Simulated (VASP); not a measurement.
Computed with PBE GGA, VASP's PBE PAW potentials (set 64) (plane waves; VASP).

Input for VASP

INCAR:
```
! general
SYSTEM  = CdS
PREC    = Accurate
ENCUT   = 400
LREAL   = .FALSE.
LASPH   = .TRUE.

! electronic loop
EDIFF   = 1E-6
NELM    = 100
ALGO    = Normal
LMAXMIX = 4

! smearing
ISMEAR  = 0
SIGMA   = 0.05

! functional
GGA     = PE

! ions
ISIF    = 2

! output
LWAVE   = .FALSE.
LCHARG  = .FALSE.
```

### POSCAR
```
CdS
1
    2.0700000000    -3.5853450000     0.0000000000
    2.0700000000     3.5853450000     0.0000000000
    0.0000000000     0.0000000000     6.7200000000
Cd S
2 2
Direct
  0.6666670000   0.3333330000   0.5000000000
  0.3333330000   0.6666670000   0.0000000000
  0.6666670000   0.3333330000   0.8770000000
  0.3333330000   0.6666670000   0.3770000000
```

**KPOINTS**
```
Automatic
0
G
 5 5 3
0 0 0
```

POTCAR, in this order: Cd S (PBE.64 set). Program: vasp_std.

Problem. What does the run give for the energy per atom (σ→0), pressure?

Solution. 
```
Quantity                        Value
---------------------  --------------
energy per atom (σ→0)  -3.060 eV/atom
pressure                     2.49 GPa
```

### OSZICAR
```
...
DAV:   8    -0.122427283395E+02    0.51980E-02   -0.13570E-01   512   0.395E+00    0.593E-01
DAV:   9    -0.122410047358E+02    0.17236E-02   -0.24076E-02   542   0.207E+00    0.192E-01
DAV:  10    -0.122410780639E+02   -0.73328E-04   -0.19064E-03   518   0.501E-01    0.116E-01
DAV:  11    -0.122411617381E+02   -0.83674E-04   -0.22668E-04   538   0.113E-01    0.115E-01
DAV:  12    -0.122412176167E+02   -0.55879E-04   -0.21078E-04   488   0.876E-02    0.298E-02
DAV:  13    -0.122412272104E+02   -0.95938E-05   -0.29232E-05   506   0.358E-02    0.154E-02
DAV:  14    -0.122412268496E+02    0.36088E-06   -0.42069E-06   428   0.155E-02
   1 F= -.12241227E+02 E0= -.12241227E+02  d E =-.166875E-11
```

The compound is CdS in the wurtzite structure. The cell was not relaxed at this level.
